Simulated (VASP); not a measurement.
Here is the system:

```
CELL_PARAMETERS angstrom
      0.00000     3.49262     3.49262
      3.49262     0.00000     3.49262
      3.49262     3.49262     0.00000
ATOMIC_POSITIONS crystal
  Ba 0.00000 0.00000 0.00000
  Te 0.50000 0.50000 0.50000
```

Method: vdW-DF-cx, VASP's PBE PAW potentials (set 64) (plane waves; VASP). Numerical set-up: 520 eV cut-off, Gaussian smearing of 0.050 eV, potentials Ba_sv Te.

Unless said otherwise, spin-orbit coupling is left out, though it shifts the bands of the heavy elements here.

### Question
Give the energies of bands 6 to 11 at the high-symmetry points, in eV from the valence-band maximum.

### Answer

| band | Γ | X | U | L | W |
|---|---|---|---|---|---|
| 6 | 0.00 | -1.15 | -1.29 | -2.27 | -1.29 |
| 7 | 0.00 | -0.39 | -1.08 | -1.14 | -0.96 |
| 8 | 0.00 | -0.39 | -0.78 | -1.14 | -0.96 |
| 9 | 2.88 | 1.48 | 2.55 | 4.15 | 3.50 |
| 10 | 2.92 | 4.48 | 5.02 | 4.78 | 3.50 |
| 11 | 2.92 | 4.66 | 5.20 | 4.92 | 4.86 |

The gap is indirect, 1.48 eV, from the valence maximum at Γ to the conduction minimum at X.

The compound is BaTe in the rock salt structure. It was relaxed first.
